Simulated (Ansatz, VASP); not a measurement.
# AlGaN2 ([0001] superlattice of 2 + 2 bilayers (invented)): VASP beside Ansatz, part 3 of 3

Wanted: the spread between two codes on one cell, functional and k mesh. The cell is generated by rule, not measured, and may not be a known phase. The cell is taken from a series of runs on this material, whose earlier steps may have relaxed, scaled, displaced or heated it; both programs get it as it stands.

VASP 6.6.1 and Ansatz 0.2.0.

So far: Ansatz: relaxation of cell and atoms, r2SCAN, pair 1; VASP: relaxation of cell and atoms, r2SCAN, pair 1; Side by side; Ansatz: relaxation of cell and atoms, r2SCAN, pair 2; VASP: relaxation of cell and atoms, r2SCAN, pair 2; Comparison.

### 8. VASP: relaxation of cell and atoms, r2SCAN, pair 3

Level of this step: r2SCAN; plane waves and PAW (Ga_d, Al, N); invented cell (VASP).

The relaxed volume is the usual yardstick between codes: in a stiff, nearly cubic crystal its relative difference is about their pressure difference at one cell divided by the bulk modulus.

INCAR reads:

```
SYSTEM = AlGaN2
PREC = Accurate
ENCUT = 660
EDIFF = 1E-07
NELM = 120
ISMEAR = 0
SIGMA = 0.1
LREAL = .FALSE.
ALGO = Normal
METAGGA = R2SCAN
LASPH = .TRUE.
NBANDS = 34
LORBIT = 11
LWAVE = .FALSE.
LCHARG = .FALSE.
ISIF = 3
IBRION = 2
NSW = 80
EDIFFG = -0.005
GGA_COMPAT = .FALSE.
NELMIN = 4
EFERMI = MIDGAP
LMIXTAU = .TRUE.
KPAR = 2
```

POSCAR reads:

```
AlGaN2
1.0
    3.1500000000      0.0000000000      0.0000000000
   -1.5750000000      2.7279800000      0.0000000000
    0.0000000000      0.0000000000     10.2060000000
Ga Al N
2 2 4
Direct
    0.3333332722      0.6666665445      0.0000000000
    0.6666667278      0.3333334555      0.2500000000
    0.3333332722      0.6666665445      0.5000000000
    0.6666667278      0.3333334555      0.7500000000
    0.3333332722      0.6666665445      0.1875000000
    0.6666667278      0.3333334555      0.4375000000
    0.3333332722      0.6666665445      0.6875000000
    0.6666667278      0.3333334555      0.9375000000
```

KPOINTS reads:

```
Automatic mesh
0
Gamma
9 9 2
0 0 0
```

Potentials, in the order of the species: Ga_d, Al and N (PBE family, release 64).

Launch:

```bash
$ mpirun -np 2 vasp_std
```

Numbers of over 12 decimals in the logs are rounded to 6 here.

The program printed:

```text
[... set-up lines as in an earlier step ...]
 entering main loop
       N       E                     dE             d eps       ncg     rms          rms(c)
DAV:   1     0.527561179545E+03    0.52756E+03   -0.28721E+04  1770   0.277E+03
DAV:   2    -0.364349256190E+01   -0.53120E+03   -0.50367E+03  1824   0.656E+02
DAV:   3    -0.950985169447E+02   -0.91455E+02   -0.89517E+02  1874   0.206E+02
DAV:   4    -0.100505695117E+03   -0.54072E+01   -0.53678E+01  2266   0.537E+01
[...]
DAV:  24    -0.821187914272E+02   -0.41287E-06   -0.63615E-08  1118   0.407E-03    0.777E-04
DAV:  25    -0.821187921431E+02   -0.71589E-06   -0.16957E-08   930   0.217E-03    0.636E-04
DAV:  26    -0.821187921078E+02    0.35261E-07   -0.27467E-08   880   0.127E-03
   1 F= -.82118792E+02 E0= -.82118792E+02  d E =-.821188E+02
[... from here on, the cycles between the ionic steps are left out ...]
   7 F= -.82213843E+02 E0= -.82213843E+02  d E =-.946657E-03
   8 F= -.82213843E+02 E0= -.82213843E+02  d E =-.946478E-03
   9 F= -.82213942E+02 E0= -.82213942E+02  d E =-.998639E-04
  10 F= -.82213967E+02 E0= -.82213967E+02  d E =-.124012E-03
  11 F= -.82213971E+02 E0= -.82213971E+02  d E =-.128262E-03
  12 F= -.82213976E+02 E0= -.82213976E+02  d E =-.516616E-05
  13 F= -.82213979E+02 E0= -.82213979E+02  d E =-.777254E-05
[...]
reached required accuracy - stopping structural energy minimisation
```

From OUTCAR (step 8):

```text
  Total        0.0034700      0.0034700      0.0015586      0.0000000      0.0000000      0.0000000
  in kB        0.0636845      0.0636845      0.0286050      0.0000000      0.0000000      0.0000000
  external PRESSURE =       0.0519913 kB  Pullay stress =       0.0000000 kB

 POSITION                                       TOTAL-FORCE (eV/Angst)
 -----------------------------------------------------------------------------------
     -0.00000      1.81629     10.14569         0.000000      0.000000      0.001377
      1.57295      0.90815      2.57329         0.000000      0.000000      0.000054
     -0.00000      1.81629      5.11582        -0.000000     -0.000000     -0.001119
      1.57295      0.90815      7.59220        -0.000000     -0.000000      0.002149
     -0.00000      1.81629      1.91974        -0.000000     -0.000000      0.001098
      1.57295      0.90815      4.54153        -0.000000      0.000000     -0.001348
     -0.00000      1.81629      7.00928         0.000000     -0.000000      0.002214
      1.57295      0.90815      9.48439        -0.000000     -0.000000     -0.004423
 -----------------------------------------------------------------------------------
    total drift:                                0.000001      0.000001      0.002167

  FREE ENERGIE OF THE ION-ELECTRON SYSTEM (eV)
  ---------------------------------------------------
  free  energy   TOTEN  =       -82.2139786456 eV

  energy  without entropy=      -82.2139786456  energy(sigma->0) =      -82.21397865

[... 2 parts as in an earlier step ...]

[... 2 further parts left out ...]
[key lines of the parts left out:]
E-fermi :   7.2771
```

### 9. Ansatz: relaxation of cell and atoms, r2SCAN, pair 3

The same cell, functional, mesh and smearing now go to Ansatz.

The cell is taken from a series of runs on this material, whose earlier steps may have relaxed, scaled, displaced or heated it; both programs get it as it stands.

input.yaml reads:

```yaml
crystal:
  lattice:
    - [3.15, 0.0, 0.0]
    - [-1.575, 2.72798, 0.0]
    - [0.0, 0.0, 10.206]
  atoms:
    - { symbol: Ga, position: [0.333333, 0.666667, 0.0] }
    - { symbol: Ga, position: [0.666667, 0.333333, 0.25] }
    - { symbol: Al, position: [0.333333, 0.666667, 0.5] }
    - { symbol: Al, position: [0.666667, 0.333333, 0.75] }
    - { symbol: "N", position: [0.333333, 0.666667, 0.1875] }
    - { symbol: "N", position: [0.666667, 0.333333, 0.4375] }
    - { symbol: "N", position: [0.333333, 0.666667, 0.6875] }
    - { symbol: "N", position: [0.666667, 0.333333, 0.9375] }
kpoints:
  mp_grid: { grid: [9, 9, 2] }
hamiltonian:
  xc: r2scan
  pseudopotentials: { kind: paw, azcp: { folder: soft_1 } }
scf:
  occupations: { method: gaussian, width: 0.1 }
output:
  forces: true
  stress: true
  eigenvalues: true
basis:
  ecutwfc: 600.0
relax:
  adjacent_minimum: "off"
  f_tol: 0.05
  max_steps: 80
  cell: { stress_tol: 0.5 }
```

Launch:

```bash
$ ansatz run input.yaml --threads 4 --pin off --max-ram 10240MiB --backend cpu --events-out ev --progress --plain --runs-dir out
```

The program printed:

```text
[...]
atoms:
    - { symbol: Ga, position: [0.333333, 0.666667, -0.00369739] }
    - { symbol: Ga, position: [0.666667, 0.333333, 0.252454] }
    - { symbol: Al, position: [0.333333, 0.666667, 0.501992] }
    - { symbol: Al, position: [0.666667, 0.333333, 0.745548] }
    - { symbol: N, position: [0.333333, 0.666667, 0.188521] }
    - { symbol: N, position: [0.666667, 0.333333, 0.445375] }
    - { symbol: N, position: [0.333333, 0.666667, 0.688154] }
    - { symbol: N, position: [0.666667, 0.333333, 0.931653] }
[key lines of the parts left out:]
SCF converged after 3 iterations
Free energy (F): -10209.706028 eV
Fermi energy:    10.066103 eV
P = ⅓ Tr σ = 0.0193 GPa (0.193 kbar)
```

### 10. Side by side

Compared:

```csv
quantity,Ansatz,VASP,difference
volume (Å³),87.11,87.30,-0.21 %
"edge a after relaxation, in the typed setting (Å)",3.144,3.146,-0.06 %
"edge c after relaxation, in the typed setting (Å)",10.177,10.186,-0.09 %
```

### 11. Results

- difference in volume (relaxation of cell and atoms, r2SCAN, pair 1): -0.21 %
- difference in volume (relaxation of cell and atoms, r2SCAN, pair 2): -0.21 %
- difference in volume (relaxation of cell and atoms, r2SCAN, pair 3): -0.21 %

The difference in volume is -0.21 % (relaxation of cell and atoms, r2SCAN, pair 3), within the 1.2 % picked in this series as the mark of a large difference, as far as the stopping tolerances let one tell. How closely two codes agree says nothing of how well the functional describes the real material.

[Lines on the potential files, build, host, timing and source positions are cut from VASP's logs without a mark.]

[Logs are printed without paths, hosts, clocks, repeated set-up lines and the standing remarks that a program may print on its own settings, such as how far it seeks lower states.]

[Hosts, paths, dates, database ids (printed as entryN), source tags and the programs' standing remarks are cut or masked in the printed files.]
